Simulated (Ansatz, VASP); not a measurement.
SrCd in VASP and in Ansatz

```
Sr Cd
1.0
     4.00300    0.02002    0.02002
     0.02002    4.00300    0.02002
     0.02002    0.02002    4.00300
Sr Cd
1 1
Direct
  0.50000 0.50000 0.50000
  0.00000 0.00000 0.00000
```

Change from the starting cell: equal xy, yz and zx shear strains of +1 %.

Alike in both runs: task single point; functional LDA; k mesh 10 × 10 × 10; occupations fermi-dirac, width 0.08 eV; no spin polarisation.

```csv
,VASP,Ansatz
version,VASP 6.6.1,Ansatz 0.2.0
potentials or method,"VASP PAW LDA potentials, release 64 (Sr_sv, Cd), cutoff 520 eV","all-electron LAPW, scalar-relativistic"
```

|  | VASP | Ansatz | Ansatz less VASP |
| --- | --- | --- | --- |
| pressure (GPa) | -1.9 | -2.0 | -0.10 |
| largest component of the traceless stress (GPa) | 0.19 | 0.19 | -0.003 |

Ansatz ran all-electron here, so the differences hold the error of VASP's frozen core and of both bases.
